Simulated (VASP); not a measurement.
Consider the following.

```yaml
crystal:
  lattice:
    - [0.00000, 2.00578, 1.97569]
    - [1.97569, 0.00000, 1.97569]
    - [1.97569, 2.00578, 0.00000]
  atoms:
    - { symbol: Al, position: [0.00000, 0.00000, 0.00000] }
```

Computed with PBEsol GGA, VASP's PBE PAW potentials (set 64) (plane waves; VASP 6.6.1). Settings: 480 eV cut-off, 14×14×14 Γ-centred mesh, first-order Methfessel-Paxton smearing of 0.10 eV, potentials Al.

Problem. What does the run give for the energy per atom (σ→0), pressure, band gap (on the k-mesh) with the smallest direct gap where there is one?

Solution. 
```
Property                                                    Result
------------------------  ----------------------------------------
band gap (on the k-mesh)  none (metal, semimetal or under 0.01 eV)
energy per atom (σ→0)                       -393.7 kJ/mol of atoms
pressure                                                  2.70 GPa
```

Only differences to runs with the same potentials and settings are physical.

The compound is Al in the fcc structure. This cell was strained or had an atom moved on purpose.
